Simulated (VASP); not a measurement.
Output of a VASP run:

File OSZICAR:
```
       N       E                     dE             d eps       ncg     rms          rms(c)
DAV:   1    -0.619826043405E+03   -0.61983E+03   -0.17596E+01   872   0.858E+00    0.494E+01
DAV:   2    -0.619940778792E+03   -0.11474E+00   -0.33815E-01   796   0.137E+00    0.336E+01
DAV:   3    -0.619922054561E+03    0.18724E-01   -0.10125E-02   816   0.264E-01    0.205E+01
DAV:   4    -0.619914477075E+03    0.75775E-02   -0.41355E-03   808   0.141E-01    0.122E+01
DAV:   5    -0.619912141857E+03    0.23352E-02   -0.97032E-04   798   0.699E-02    0.715E+00
DAV:   6    -0.619911332896E+03    0.80896E-03   -0.22793E-04   798   0.400E-02    0.414E+00
DAV:   7    -0.619911067686E+03    0.26521E-03   -0.90232E-05   806   0.257E-02    0.239E+00
DAV:   8    -0.619910984977E+03    0.82709E-04   -0.23602E-05   496   0.143E-02    0.140E+00
DAV:   9    -0.619910960402E+03    0.24575E-04   -0.15353E-05   406   0.117E-02    0.802E-01
DAV:  10    -0.619910955415E+03    0.49871E-05   -0.60549E-06   414   0.672E-03
   1 F= -.61991096E+03 E0= -.61991096E+03  d E =-.725253E-13  mag=     1.0000
```

**OUTCAR**
```
------------------------ aborting loop because EDIFF is reached ----------------------------------------
  volume of cell :      764.49
      direct lattice vectors                 reciprocal lattice vectors
     4.693267657 -8.128978018  0.000000000     0.106535582 -0.061508347  0.000000000
     4.693267657  8.128978018  0.000000000     0.106535582  0.061508347  0.000000000
     0.000000000  0.000000000 10.019202616     0.000000000  0.000000000  0.099808342
  FREE ENERGIE OF THE ION-ELECTRON SYSTEM (eV)
  ---------------------------------------------------
  free  energy   TOTEN  =      -619.9109554150 eV

  energy  without entropy=     -619.9109554150  energy(sigma->0) =     -619.91095541

  exchange ACFDT corr.  =         0.00000000  see jH, gK, PRB 81, 115126

 total charge

# of ion       s       p       d       tot
------------------------------------------
    1        0.410   0.447   0.000   0.857
    2        0.411   0.445   0.000   0.855
    3        0.409   0.440   0.000   0.849
    4        0.421   0.400   0.000   0.821
    5        0.421   0.420   0.000   0.841
    6        0.411   0.445   0.000   0.855
    7        0.408   0.438   0.000   0.846
    8        0.421   0.400   0.000   0.821
    9        0.410   0.447   0.000   0.857
   10        0.409   0.444   0.000   0.853
   11        0.409   0.440   0.000   0.849
   12        0.411   0.434   0.000   0.846
   13        0.409   0.444   0.000   0.853
   14        0.409   0.442   0.000   0.851
   15        0.409   0.443   0.000   0.853
   16        0.406   0.435   0.000   0.842
   17        0.408   0.438   0.000   0.846
   18        0.409   0.443   0.000   0.852
   19        0.412   0.446   0.000   0.857
   20        0.408   0.438   0.000   0.846
   21        0.409   0.442   0.000   0.851
   22        0.412   0.446   0.000   0.858
   23        0.406   0.436   0.000   0.842
   24        0.409   0.444   0.000   0.853
   25        0.409   0.444   0.000   0.853
   26        0.410   0.443   0.000   0.852
   27        0.409   0.445   0.000   0.854
   28        0.409   0.444   0.000   0.853
   29        0.409   0.442   0.000   0.851
   30        0.410   0.443   0.000   0.852
   31        0.415   0.444   0.000   0.858
   32        0.409   0.443   0.000   0.852
   33        0.409   0.442   0.000   0.851
   34        0.410   0.444   0.000   0.853
   35        0.415   0.444   0.000   0.858
   36        1.233   2.570   0.000   3.802
   37        1.233   2.587   0.000   3.820
   38        1.228   2.590   0.000   3.818
   39        1.230   2.577   0.000   3.806
   40        1.233   2.586   0.000   3.819
   41        1.227   2.588   0.000   3.815
   42        1.230   2.577   0.000   3.806
   43        1.233   2.569   0.000   3.802
   44        1.228   2.593   0.000   3.821
   45        1.228   2.590   0.000   3.819
   46        1.228   2.590   0.000   3.818
   47        1.227   2.585   0.000   3.812
   48        1.228   2.592   0.000   3.820
   49        1.228   2.592   0.000   3.820
   50        1.228   2.595   0.000   3.823
   51        1.233   2.566   0.000   3.799
   52        1.229   2.583   0.000   3.813
...
```
(Selected blocks of OUTCAR.)

**POSCAR**
```
Al35N35Si
1
    4.6932676572    -8.1289780179     0.0000000000
    4.6932676572     8.1289780179     0.0000000000
    0.0000000000     0.0000000000    10.0192026156
Al N Si
35 35 1
Direct
  0.2219179509   0.1108532378   0.2481059838
  0.1108700906   0.2216436369   0.9974103320
  0.2234950598   0.1122221933   0.7484300417
  0.1077433790   0.2237272479   0.4952720572
  0.2119677704   0.4391172363   0.2464868423
  0.1107974184   0.5557009028   0.9973556026
  0.2252635443   0.4457660739   0.7473448675
  0.1077396988   0.5503785506   0.4953260398
  0.2218369789   0.7774147006   0.2480773831
  0.1118071219   0.8891082308   0.9990976613
  0.2235119517   0.7776984603   0.7483858789
  0.1117872305   0.8891039464   0.4993636567
  0.5548281321   0.1105703154   0.2497524851
  0.4444366481   0.2220228949   0.0003537774
  0.5558294633   0.1110350987   0.7505684308
  0.4427869499   0.2224738546   0.5012567129
  0.5526861496   0.4449954348   0.2499311477
  0.4431477548   0.5547450773   0.0010608701
  0.5607102250   0.4442618605   0.7526957594
  0.5528172125   0.7741862436   0.2499631899
  0.4442585291   0.8885314851   0.0002938230
  0.5606475005   0.7827992161   0.7527211503
  0.4427834283   0.8866862032   0.5011883649
  0.8858557747   0.1092959174   0.2487962480
  0.7777632101   0.2220816299   0.9990521634
  0.8905511757   0.1131004524   0.7490507606
  0.7747649720   0.2205513141   0.5000829368
  0.8857567688   0.4428440888   0.2488470626
  0.7781631566   0.5556492056   0.0006387720
  0.8906402971   0.4438256536   0.7490050502
  0.7804777315   0.5591136835   0.5022089034
  0.8890356241   0.7776758643   0.2493725578
  0.7782799789   0.8888111792   0.0006761655
  0.8914563824   0.7788928314   0.7515904269
  0.7805427386   0.8877392197   0.5022636354
  0.2223587355   0.1145422734   0.4396178719
  0.1080556360   0.2186854559   0.1891229056
  0.2225644991   0.1115673846   0.9398706076
  0.1136532716   0.2257470820   0.6866661768
  0.1079766617   0.5557466349   0.1891237019
  0.2230698668   0.4447963428   0.9385669461
  0.1136694822   0.5543175330   0.6866596445
  0.2224170805   0.7741634640   0.4395695859
  0.1114302617   0.8888922445   0.1908301638
  0.2224794133   0.7774393246   0.9397918149
  0.1130562626   0.8897494123   0.6901100120
  0.5525791335   0.1094568452   0.4416044076
  0.4445767942   0.2231339891   0.1926965758
  0.5550920346   0.1105872929   0.9417620272
  0.4460112311   0.2238345457   0.6914266024
  0.5522141301   0.4521259212   0.4461563640
  0.4369205399   0.5516775646   0.1942989193
  0.5553234667   0.4448643475   0.9428195518
  0.4544326344   0.5604454263   0.6892540933
  0.5523017922   0.7665544454   0.4461359197
  0.4445185457   0.8877827700   0.1926558157
  0.5554461620   0.7768355959   0.9428256274
  0.4460764848   0.8885836798   0.6914166125
  0.8831644369   0.1071477076   0.4405178219
  0.7765351349   0.2213867767   0.1904724243
  0.8890660725   0.1109323117   0.9402690674
  0.7775964243   0.2219639052   0.6910103951
  0.8831305248   0.4423050028   0.4405514787
  0.7747424631   0.5548570110   0.1926007583
  0.8890509490   0.4444525622   0.9402403631
  0.7810169942   0.5568405008   0.6921288982
  0.8906062780   0.7784810044   0.4410692894
  0.7748513088   0.8862902411   0.1926202357
  0.8894822811   0.7778942216   0.9424904433
  0.7808868176   0.8904692897   0.6922014626
  0.4483841958   0.5574487481   0.5092826733
```

**Question.** Write an INCAR and KPOINTS that could have produced this output.

**Answer.** One answer among several that fit: the input of the run itself, HSE06 screened hybrid, plane waves, VASP's PBE PAW potentials (set 64).

INCAR:
```
! general
SYSTEM   = Al35N35Si
PREC     = Normal
ENCUT    = 400
LREAL    = Auto
LASPH    = T
ISYM     = 0
NELECT   = 283.0

! electronic loop
EDIFF    = 1E-5
NELM     = 50
NELMIN   = 4
ALGO     = Normal

! smearing
ISMEAR   = 0
SIGMA    = 0.05

! functional
GGA      = PE
LHFCALC  = T
AEXX     = 0.25
HFSCREEN = 0.2
PRECFOCK = Fast

! spin
ISPIN    = 2
MAGMOM   = 71*0.0141
NUPDOWN  = 1

! ions
ISIF     = 0

! output
LWAVE    = F
LCHARG   = F
LORBIT   = 10
```

KPOINTS:
```
Regular mesh
0
gamma
1 1 1
```

POTCAR, in this order: Al N Si (PBE.64 set). Program: vasp_gam. Read from the step before: WAVECAR.

The cell is charged, with a uniform compensating background. The supercell is sampled at Γ alone, which is coarse: total energies, pressure and levels can be off, energies of defects by several tenths of an eV.

The cell is a supercell with a defect, built from AlN (wurtzite): Si_Al-vac_N, charge +1. The cell's shape comes from a PBE relaxation.
